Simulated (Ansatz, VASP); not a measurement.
# BaZrO3: VASP beside Ansatz

Wanted: the spread between two codes on one cell, functional and k mesh. The cell is taken from a series of runs on this material, whose earlier steps may have relaxed, scaled, displaced or heated it; both programs get it as it stands.

Method: plane waves, with VASP 6.6.1 beside it; relaxation of cell and atoms at PBE, in Ansatz 0.2.0.

**1. The structure**

The structure is cubic, space group Pm-3m (No. 221). The conventional cell has a = 4.227 Å, b = 4.227 Å, c = 4.227 Å, α = 90.00°, β = 90.00°, γ = 90.00°. Nearest to O lie 2 Zr at 2.11 Å and 4 Ba at 2.99 Å. Nearest to Zr lie 6 O at 2.11 Å. Nearest to Ba lie 12 O at 2.99 Å. Farther neighbours and most contacts between anions are not listed.

**2. VASP: relaxation of cell and atoms, PBE**

The relaxed volume is the usual yardstick between codes: in a stiff, nearly cubic crystal its relative difference is about their pressure difference at one cell divided by the bulk modulus.

Lines of VASP's logs that name or quote its potential files are left out, and so is its time.

File INCAR:

```
SYSTEM = BaZrO3
PREC = Accurate
ENCUT = 600
EDIFF = 1E-07
NELM = 120
ISMEAR = 0
SIGMA = 0.01
LREAL = .FALSE.
ALGO = Normal
GGA = PE
NBANDS = 26
LASPH = .TRUE.
LORBIT = 11
LWAVE = .FALSE.
LCHARG = .FALSE.
ISIF = 3
IBRION = 2
NSW = 80
EDIFFG = -0.005
GGA_COMPAT = .FALSE.
NELMIN = 4
EFERMI = MIDGAP
KPAR = 2
```

File POSCAR:

```
BaZrO3
1.0
    4.2272060000      0.0000000000      0.0000000000
    0.0000000000      4.2272060000      0.0000000000
    0.0000000000      0.0000000000      4.2272060000
O Zr Ba
3 1 1
Direct
    0.0000000000      0.5000000000      0.5000000000
    0.5000000000      0.0000000000      0.5000000000
    0.5000000000      0.5000000000      0.0000000000
    0.5000000000      0.5000000000      0.5000000000
    0.0000000000      0.0000000000      0.0000000000
```

File KPOINTS:

```
Automatic mesh
0
Gamma
8 8 8
0 0 0
```

Potentials, in the order of the species: O, Zr_sv and Ba_sv (PBE family, release 64).

Started as:

```sh
mpirun -np 2 vasp_std
```

Numbers of over 12 decimals in the logs are rounded to 6 here.

The log of the run:

```text
[banner, memory and clock lines left out]
running    2 mpi-ranks, on    1 nodes
 distrk:  each k-point on    1 cores,    2 groups
 distr:  one band on    1 cores,    1 groups

 POSCAR found type information on POSCAR O ZrBa
 POSCAR found :  3 types and       5 ions
 LDA part: xc-table for (Slater+PW92), standard interpolation
 POSCAR, INCAR and KPOINTS ok, starting setup
 FFT: planning ... GRIDC
 FFT: planning ... GRID_SOFT
 FFT: planning ... GRID
 WAVECAR not read
 entering main loop
       N       E                     dE             d eps       ncg     rms          rms(c)
DAV:   1     0.344400401933E+03    0.34440E+03   -0.23988E+04  1820   0.169E+03
DAV:   2    -0.263647820761E+02   -0.37077E+03   -0.36054E+03  2264   0.386E+02
DAV:   3    -0.486671564726E+02   -0.22302E+02   -0.22238E+02  2850   0.931E+01
DAV:   4    -0.493575446635E+02   -0.69039E+00   -0.68965E+00  2578   0.129E+01
DAV:   5    -0.493729642897E+02   -0.15420E-01   -0.15418E-01  2594   0.141E+00    0.275E+01
DAV:   6    -0.418254981150E+02    0.75475E+01   -0.42965E+01  2180   0.410E+01    0.121E+01
DAV:   7    -0.417538491508E+02    0.71649E-01   -0.31740E+00  2686   0.101E+01    0.739E+00
DAV:   8    -0.417323630850E+02    0.21486E-01   -0.34862E-01  2218   0.471E+00    0.673E-01
DAV:   9    -0.417294693647E+02    0.28937E-02   -0.57466E-02  2584   0.141E+00    0.498E-01
DAV:  10    -0.417315147414E+02   -0.20454E-02   -0.16230E-02  2432   0.110E+00    0.244E-01
DAV:  11    -0.417310987330E+02    0.41601E-03   -0.22582E-03  2290   0.400E-01    0.395E-02
DAV:  12    -0.417311655714E+02   -0.66838E-04   -0.20378E-04  2212   0.107E-01    0.380E-02
DAV:  13    -0.417311633340E+02    0.22374E-05   -0.27234E-05  2680   0.351E-02    0.558E-03
DAV:  14    -0.417311638974E+02   -0.56338E-06   -0.35295E-06  2186   0.152E-02    0.139E-03
DAV:  15    -0.417311639342E+02   -0.36785E-07   -0.27632E-07  2260   0.390E-03
   1 F= -.41731164E+02 E0= -.41731164E+02  d E =-.417312E+02
 curvature:   0.00 expect dE= 0.000E+00 dE for cont linesearch  0.000E+00
 trial: gam= 0.00000 g(F)=  0.000E+00 g(S)=  0.402E-02 ort = 0.000E+00 (trialstep = 0.100E+01)
 search vector abs. value=  0.402E-02
 bond charge predicted
       N       E                     dE             d eps       ncg     rms          rms(c)
DAV:   1    -0.417588074781E+02   -0.27644E-01   -0.85931E-01  1930   0.739E+00    0.169E+00
DAV:   2    -0.417359700443E+02    0.22837E-01   -0.10461E-01  2036   0.200E+00    0.627E-01
DAV:   3    -0.417312275071E+02    0.47425E-02   -0.13691E-02  2442   0.871E-01    0.168E-01
DAV:   4    -0.417308361544E+02    0.39135E-03   -0.44495E-03  2786   0.340E-01    0.131E-01
DAV:   5    -0.417309662250E+02   -0.13007E-03   -0.18683E-04  2590   0.819E-02    0.682E-02
DAV:   6    -0.417310542176E+02   -0.87993E-04   -0.28715E-04  2828   0.845E-02    0.134E-02
DAV:   7    -0.417310563225E+02   -0.21049E-05   -0.18094E-05  2384   0.246E-02    0.745E-03
DAV:   8    -0.417310547644E+02    0.15581E-05   -0.50645E-06  2208   0.149E-02    0.206E-03
DAV:   9    -0.417310547637E+02    0.60891E-09   -0.33444E-07  1916   0.333E-03
   2 F= -.41731055E+02 E0= -.41731055E+02  d E =0.109170E-03
 trial-energy change:    0.000109  1 .order    0.000100   -0.004024    0.004224
 step:   0.4862(harm=  0.4879)  dis= 0.00000  next Energy=   -41.732141 (dE=-0.977E-03)
 bond charge predicted
       N       E                     dE             d eps       ncg     rms          rms(c)
DAV:   1    -0.417395011439E+02   -0.84464E-02   -0.22752E-01  1928   0.380E+00    0.873E-01
DAV:   2    -0.417333788013E+02    0.61223E-02   -0.27479E-02  1958   0.103E+00    0.320E-01
DAV:   3    -0.417321396768E+02    0.12391E-02   -0.35898E-03  2438   0.452E-01    0.850E-02
DAV:   4    -0.417320488376E+02    0.90839E-04   -0.10986E-03  2790   0.169E-01    0.682E-02
DAV:   5    -0.417320938967E+02   -0.45059E-04   -0.48261E-05  2676   0.419E-02    0.339E-02
DAV:   6    -0.417321310805E+02   -0.37184E-04   -0.70584E-05  2826   0.409E-02    0.743E-03
DAV:   7    -0.417321342242E+02   -0.31438E-05   -0.32705E-06  2354   0.111E-02    0.323E-03
DAV:   8    -0.417321356412E+02   -0.14169E-05   -0.99881E-07  2344   0.626E-03    0.700E-04
DAV:   9    -0.417321356341E+02    0.70281E-08   -0.30673E-08  1050   0.121E-03
   3 F= -.41732136E+02 E0= -.41732136E+02  d E =-.971700E-03
 curvature:  -0.24 expect dE=-0.115E-07 dE for cont linesearch -0.115E-07
 trial: gam=-0.00341 g(F)=  0.910E-65 g(S)=  0.472E-07 ort = 0.138E-04 (trialstep = 0.897E+00)
 search vector abs. value=  0.101E-09
 reached required accuracy - stopping structural energy minimisation
```

OUTCAR, selected parts (step 2):

```text
ion  position               nearest neighbor table
   1  0.000  0.500  0.500-   4 2.11   4 2.11   5 2.99   5 2.99   5 2.99   5 2.99
   2  0.500  0.000  0.500-   4 2.11   4 2.11   5 2.99   5 2.99   5 2.99   5 2.99
   3  0.500  0.500  0.000-   4 2.11   4 2.11   5 2.99   5 2.99   5 2.99   5 2.99
   4  0.500  0.500  0.500-   1 2.11   2 2.11   3 2.11   3 2.11   2 2.11   1 2.11   5 3.66   5 3.66
                             5 3.66   5 3.66   5 3.66   5 3.66   5 3.66   5 3.66
   5  0.000  0.000  0.000-   1 2.99   2 2.99   3 2.99   1 2.99   2 2.99   1 2.99   3 2.99   1 2.99
                             2 2.99   3 2.99   2 2.99   3 2.99   4 3.66   4 3.66   4 3.66   4 3.66

  LATTYP: Found a simple cubic cell.
 ALAT       =     4.2272060000

 Subroutine GETGRP returns: Found 48 space group operations
 (whereof 48 operations were pure point group operations)

The static configuration has the point symmetry O_h .

 Found     35 irreducible k-points:

   k-points           NKPTS =     35   k-points in BZ     NKDIM =     35   number of bands    NBANDS=     26

   dimension x,y,z NGX =    36 NGY =   36 NGZ =   36
   dimension x,y,z NGXF=    72 NGYF=   72 NGZF=   72

   ENCUT  =  600.0 eV  44.10 Ry    6.64 a.u.   8.44  8.44  8.44*2*pi/ulx,y,z

   NELECT =      40.0000    total number of electrons

 k-points in reciprocal lattice and weights: Automatic mesh
   0.00000000  0.00000000  0.00000000       0.002
   0.12500000  0.00000000  0.00000000       0.012
   0.25000000  0.00000000  0.00000000       0.012
   0.37500000  0.00000000  0.00000000       0.012
   0.50000000  0.00000000  0.00000000       0.006
   0.12500000  0.12500000  0.00000000       0.023
   0.25000000  0.12500000  0.00000000       0.047
   0.37500000  0.12500000  0.00000000       0.047
   0.50000000  0.12500000  0.00000000       0.023
[...]
0.50000000  0.50000000  0.37500000       0.012
   0.50000000  0.50000000  0.50000000       0.002

 average (electrostatic) potential at core
       1 -69.5614       2 -69.5614       3 -69.5614       4 -78.5822       5 -33.9186

 E-fermi :   5.1315

 k-point     1 :       0.0000    0.0000    0.0000
  band No.  band energies     occupation
    ...
     16       2.6297      2.00000
     17       2.6297      2.00000
     18       3.3144      2.00000
     19       3.3144      2.00000
     20       3.3144      2.00000
     21       6.6925      0.00000
     22       6.6925      0.00000
     23       6.6925      0.00000
     24       8.1856      0.00000
     25       8.1856      0.00000
    ...

 k-point     2 :       0.1250    0.0000    0.0000
  band No.  band energies     occupation
    ...
     16       2.4848      2.00000
     17       2.5174      2.00000
     18       2.9205      2.00000
     19       3.2589      2.00000
     20       3.2589      2.00000
     21       6.7451      0.00000
     22       7.0351      0.00000
     23       7.0351      0.00000
     24       8.4270      0.00000
     25       8.4361      0.00000
    ...

 k-point     3 :       0.2500    0.0000    0.0000
  band No.  band energies     occupation
    ...
     16       2.1885      2.00000
     17       2.2717      2.00000
     18       2.3080      2.00000
     19       3.1640      2.00000
     20       3.1640      2.00000
     21       6.8821      0.00000
     22       7.8383      0.00000
     23       7.8383      0.00000
     24       9.0107      0.00000
     25       9.0736      0.00000
    ...

  Total        0.0012772      0.0012772      0.0012772      0.0000000      0.0000000     -0.0000000
  in kB        0.0269482      0.0269482      0.0269482      0.0000000      0.0000000     -0.0000000
  external PRESSURE =       0.0269482 kB  Pullay stress =       0.0000000 kB

  energy-cutoff  :      600.00
  volume of cell :       75.93
      direct lattice vectors                 reciprocal lattice vectors
     4.234600016 -0.000000000 -0.000000000     0.236149813 -0.000000000 -0.000000000
     0.000000000  4.234600016  0.000000000     0.000000000  0.236149813  0.000000000
     0.000000000 -0.000000000  4.234600016     0.000000000 -0.000000000  0.236149813

 POSITION                                       TOTAL-FORCE (eV/Angst)
 -----------------------------------------------------------------------------------
      0.00000      2.11730      2.11730         0.000000     -0.000000      0.000000
      2.11730     -0.00000      2.11730        -0.000000     -0.000000      0.000000
      2.11730      2.11730     -0.00000        -0.000000      0.000000      0.000000
      2.11730      2.11730      2.11730         0.000000     -0.000000      0.000000
      0.00000      0.00000      0.00000        -0.000000      0.000000      0.000000
 -----------------------------------------------------------------------------------
    total drift:                                0.000000      0.000000      0.000000

  FREE ENERGIE OF THE ION-ELECTRON SYSTEM (eV)
  ---------------------------------------------------
  free  energy   TOTEN  =       -41.7321356341 eV

  energy  without entropy=      -41.7321356341  energy(sigma->0) =      -41.73213563

 reached required accuracy - stopping structural energy minimisation

 total charge
# of ion       s       p       d       tot
------------------------------------------
    1        1.557   3.474   0.000   5.030
    2        1.557   3.474   0.000   5.030
    3        1.557   3.474   0.000   5.030
    4        2.192   6.076   1.391   9.658
    5        2.000   5.631   0.255   7.886
--------------------------------------------------
tot          8.862  22.127   1.645  32.635

[... 3 further parts left out ...]
```

CONTCAR:

```
BaZrO3
   1.00000000000000
     4.2346000155121288   -0.0000000000000000   -0.0000000000000000
     0.0000000000000000    4.2346000155121288    0.0000000000000000
     0.0000000000000000   -0.0000000000000000    4.2346000155121288
  O               Zr              Ba
     3     1     1
Direct
     0.0000000000000000    0.5000000000000000    0.5000000000000000
     0.5000000000000000    0.0000000000000000    0.5000000000000000
     0.5000000000000000    0.5000000000000000    0.0000000000000000
     0.5000000000000000    0.5000000000000000    0.5000000000000000
     0.0000000000000000    0.0000000000000000    0.0000000000000000
```

Harder data sets than Ba_sv exist (the GW ones), and pressures, volumes and forces can shift noticeably with them.

[end of part 1 of 2]

[Lines on the potential files, build, host, timing and source positions are cut from VASP's logs without a mark.]

[Logs are printed without paths, hosts, clocks, repeated set-up lines and the standing remarks that a program may print on its own settings, such as how far it seeks lower states.]

[Hosts, paths, dates, database ids (printed as entryN), source tags and the programs' standing remarks are cut or masked in the printed files.]
